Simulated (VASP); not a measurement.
Here is the system:

```
Ag3Pt
1.0
    0.00057     4.00465     3.99829
    4.00465     0.00057     3.99829
    2.00261     2.00261     0.00000
Pt Ag
1 3
Direct
  0.00000   0.00000   0.00000
  0.00000   0.50000   0.00000
  0.50000   0.00000   0.00000
  0.50000   0.50000   0.00000
```

All values below come from PBEsol GGA, VASP's PBE PAW potentials (set 64) (plane waves; VASP). Settings: 400 eV cut-off, 9×9×17 Γ-centred mesh, tetrahedra with Blöchl corrections, potentials Pt Ag.

Unless said otherwise, spin-orbit coupling is left out, though it shifts the bands of the heavy elements here.

Q: What does the run give for the energy per atom (σ→0), band gap (on the k-mesh) with the smallest direct gap where there is one?

A: 
| Property | Value |
|---|---|
| band gap (on the k-mesh) | none (metal, semimetal or under 0.01 eV) |
| energy per atom (σ→0) | -4.229 eV/atom |

Only differences to runs with the same potentials and settings are physical.

The structure was generated: Ag3Pt was put into an ordered model structure (Cmmm), which need not be its known phase. It was relaxed first. The electron count is odd and the run is not spin-polarised, which forces a metal.
